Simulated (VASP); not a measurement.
These are PBEsol GGA, VASP's PBE PAW potentials (set 64) (plane waves; VASP 6.6.1) values and carry that method's errors.

VASP input:

### KPOINTS
```
Automatic mesh
0
Gamma
6 4 1
0 0 0
```

POSCAR:
```
Cs(211) slab
1.0
  5.1998735281   0.0000000000   0.0000000000
  0.0000000000   8.4913581198   0.0000000000
  0.0000000000   0.0000000000  24.5696392699
Cs
4
direct
  0.5000000000   0.7500000000   0.3503490000
  0.8333330000   0.2500000000   0.4501160000
  0.1666670000   0.7500000000   0.5498840000
  0.5000000000   0.2500000000   0.6496510000
```

### INCAR
```
SYSTEM = Cs(211) slab
PREC = Normal; ENCUT = 400; LREAL = .FALSE.
LASPH = .TRUE.
EDIFF = 1E-5; NELM = 100; NELMIN = 4
ALGO = Normal; LMAXMIX = 4
ISMEAR = 1; SIGMA = 0.1
GGA = PS
IBRION = 2; NSW = 50; ISIF = 2
EDIFFG = -0.03
LWAVE = .TRUE.; LCHARG = .FALSE.
DIPOL = 0.5 0.5 0.5
LDIPOL = .TRUE.; IDIPOL = 3
```

POTCAR, in this order: Cs_sv (PBE.64 set). Program: vasp_std.

Output

**OUTCAR**
```
 ion  position               nearest neighbor table
   1  0.500  0.750  0.350-
   2  0.833  0.250  0.450-
   3  0.167  0.750  0.550-
   4  0.500  0.250  0.650-
  LATTYP: Found a simple orthorhombic cell.
 ALAT       =     5.1998735281
 B/A-ratio  =     1.6329932015
 C/A-ratio  =     4.7250455491
 Subroutine PRICEL returns:
 Original cell was already a primitive cell.
 Subroutine GETGRP returns: Found  4 space group operations
The static configuration has the point symmetry S_2 .
 The point group associated with its full space group is C_2h.
The dynamic configuration has the point symmetry S_2 .
 Subroutine INISYM returns: Found  4 space group operations
 Subroutine IBZKPT returns following result:
 Found     12 irreducible k-points:

 Following reciprocal coordinates:
            Coordinates               Weight
  0.000000  0.000000  0.000000      1.000000
  0.166667  0.000000  0.000000      2.000000
  0.333333  0.000000  0.000000      2.000000
  0.500000  0.000000  0.000000      1.000000
...
```

OSZICAR:
```
       N       E                     dE             d eps       ncg     rms          rms(c)
DAV:   1     0.289880953833E+03    0.28988E+03   -0.94938E+03   632   0.857E+02
DAV:   2     0.572367912499E+02   -0.23264E+03   -0.23051E+03   870   0.172E+02
DAV:   3    -0.448289117130E+00   -0.57685E+02   -0.57506E+02   642   0.877E+01
DAV:   4    -0.345483354722E+01   -0.30065E+01   -0.30037E+01   654   0.245E+01
DAV:   5    -0.348538839672E+01   -0.30555E-01   -0.30553E-01   660   0.267E+00    0.704E-01
DAV:   6    -0.330737121146E+01    0.17802E+00   -0.34761E-01   642   0.175E+00    0.408E-01
DAV:   7    -0.325625212004E+01    0.51119E-01   -0.30246E-01   660   0.124E+00    0.238E-01
DAV:   8    -0.325627636068E+01   -0.24241E-04   -0.24751E-02   612   0.636E-01    0.116E-01
DAV:   9    -0.325396812711E+01    0.23082E-02   -0.10817E-02   654   0.309E-01    0.721E-02
DAV:  10    -0.325521786157E+01   -0.12497E-02   -0.10434E-03   624   0.123E-01    0.390E-02
DAV:  11    -0.325618774468E+01   -0.96988E-03   -0.18971E-03   606   0.126E-01    0.252E-02
DAV:  12    -0.325709762831E+01   -0.90988E-03   -0.58068E-04   612   0.538E-02    0.141E-02
DAV:  13    -0.325738760660E+01   -0.28998E-03   -0.49119E-04   588   0.515E-02    0.934E-03
DAV:  14    -0.325743735208E+01   -0.49745E-04   -0.10821E-04   456   0.237E-02    0.646E-03
DAV:  15    -0.325747206358E+01   -0.34712E-04   -0.52188E-05   420   0.188E-02    0.360E-03
DAV:  16    -0.325750459878E+01   -0.32535E-04   -0.21758E-05   390   0.116E-02    0.203E-03
DAV:  17    -0.325752598298E+01   -0.21384E-04   -0.73666E-06   396   0.753E-03    0.175E-03
DAV:  18    -0.325754728172E+01   -0.21299E-04   -0.24577E-06   384   0.433E-03    0.668E-04
DAV:  19    -0.325756100974E+01   -0.13728E-04   -0.13159E-06   384   0.357E-03    0.896E-04
DAV:  20    -0.325756512809E+01   -0.41184E-05   -0.29335E-07   384   0.231E-03
   1 F= -.32575651E+01 E0= -.32559118E+01  d E =-.325757E+01
       N       E                     dE             d eps       ncg     rms          rms(c)
DAV:   1    -0.325772315279E+01   -0.16214E-03   -0.19294E-02   528   0.678E-01    0.127E-02
DAV:   2    -0.325776634891E+01   -0.43196E-04   -0.46482E-04   540   0.109E-01    0.626E-03
DAV:   3    -0.325776628831E+01    0.60601E-07   -0.52962E-06   414   0.119E-02    0.445E-03
DAV:   4    -0.325776606609E+01    0.22222E-06   -0.94503E-07   336   0.577E-03
   2 F= -.32577661E+01 E0= -.32561168E+01  d E =-.200938E-03
       N       E                     dE             d eps       ncg     rms          rms(c)
DAV:   1    -0.325798489438E+01   -0.21861E-03   -0.17307E-01   546   0.203E+00    0.372E-02
DAV:   2    -0.325836578671E+01   -0.38089E-03   -0.41197E-03   528   0.326E-01    0.191E-02
DAV:   3    -0.325836437835E+01    0.14084E-05   -0.47391E-05   576   0.353E-02    0.134E-02
DAV:   4    -0.325836137519E+01    0.30032E-05   -0.54485E-06   342   0.142E-02
   3 F= -.32583614E+01 E0= -.32567241E+01  d E =-.796247E-03
       N       E                     dE             d eps       ncg     rms          rms(c)
DAV:   1    -0.325804463775E+01    0.31974E-03   -0.69158E-01   546   0.406E+00    0.732E-02
DAV:   2    -0.325956404389E+01   -0.15194E-02   -0.16422E-02   528   0.651E-01    0.389E-02
DAV:   3    -0.325955863478E+01    0.54091E-05   -0.19224E-04   672   0.704E-02    0.273E-02
DAV:   4    -0.325954687934E+01    0.11755E-04   -0.17139E-05   432   0.237E-02    0.192E-02
DAV:   5    -0.325954079922E+01    0.60801E-05   -0.27937E-05   426   0.285E-02
   4 F= -.32595408E+01 E0= -.32579251E+01  d E =-.197567E-02
       N       E                     dE             d eps       ncg     rms          rms(c)
DAV:   1    -0.325581855770E+01    0.37283E-02   -0.27749E+00   546   0.813E+00    0.153E-01
DAV:   2    -0.326196369933E+01   -0.61451E-02   -0.66733E-02   528   0.131E+00    0.759E-02
DAV:   3    -0.326194206758E+01    0.21632E-04   -0.78046E-04   672   0.142E-01    0.529E-02
DAV:   4    -0.326189740513E+01    0.44662E-04   -0.68724E-05   660   0.462E-02    0.371E-02
DAV:   5    -0.326187569349E+01    0.21712E-04   -0.66030E-05   600   0.429E-02    0.189E-02
DAV:   6    -0.326187621285E+01   -0.51936E-06   -0.47708E-05   546   0.370E-02
   5 F= -.32618762E+01 E0= -.32603018E+01  d E =-.431108E-02
```

OUTCAR:
```
------------------------ aborting loop because EDIFF is reached ----------------------------------------
  FORCE on cell =-STRESS in cart. coord.  units (eV):
  Direction    XX          YY          ZZ          XY          YZ          ZX
  --------------------------------------------------------------------------------------
  Total       -0.3130583     -0.1356298     -0.1110200      0.0000000      0.0000000      0.0769324
  in kB       -0.4623460     -0.2003074     -0.1639620      0.0000000      0.0000000      0.1136190
  external PRESSURE =      -0.2755385 kB  Pullay stress =       0.0000000 kB
  volume of cell :     1084.85
      direct lattice vectors                 reciprocal lattice vectors
     5.199873528  0.000000000  0.000000000     0.192312370  0.000000000  0.000000000
     0.000000000  8.491358120  0.000000000     0.000000000  0.117766791  0.000000000
     0.000000000  0.000000000 24.569639270     0.000000000  0.000000000  0.040700638
 POSITION                                       TOTAL-FORCE (eV/Angst)
 -----------------------------------------------------------------------------------
      2.57721      6.36852      8.62511        -0.019157      0.000000      0.014780
      4.36594      2.12284     11.03817         0.026294      0.000000     -0.014367
      0.83393      6.36852     13.53147        -0.026294     -0.000000      0.014367
      2.62266      2.12284     15.94453         0.019157      0.000000     -0.014780
 -----------------------------------------------------------------------------------
    total drift:                                0.000000      0.000000      0.000000
  FREE ENERGIE OF THE ION-ELECTRON SYSTEM (eV)
  ---------------------------------------------------
  free  energy   TOTEN  =        -3.2618762128 eV

  energy  without entropy=       -3.2571530508  energy(sigma->0) =       -3.26030183

 reached required accuracy - stopping structural energy minimisation
```
(Selected blocks of OUTCAR.)

### CONTCAR
```
Cs(211) slab
   1.00000000000000
     5.1998735281000004    0.0000000000000000    0.0000000000000000
     0.0000000000000000    8.4913581197999992    0.0000000000000000
     0.0000000000000000    0.0000000000000000   24.5696392699000015
  Cs
     4
Direct
     0.4956298880470574    0.7500000000000000    0.3510472933306640
     0.8396248858044748    0.2500000000000000    0.4492604373245832
     0.1603751141955252    0.7500000000000000    0.5507395626754169
     0.5043701119529426    0.2500000000000000    0.6489527066693359
```

The cell is a thin slab with vacuum, built from Cs (bcc): (211) face.
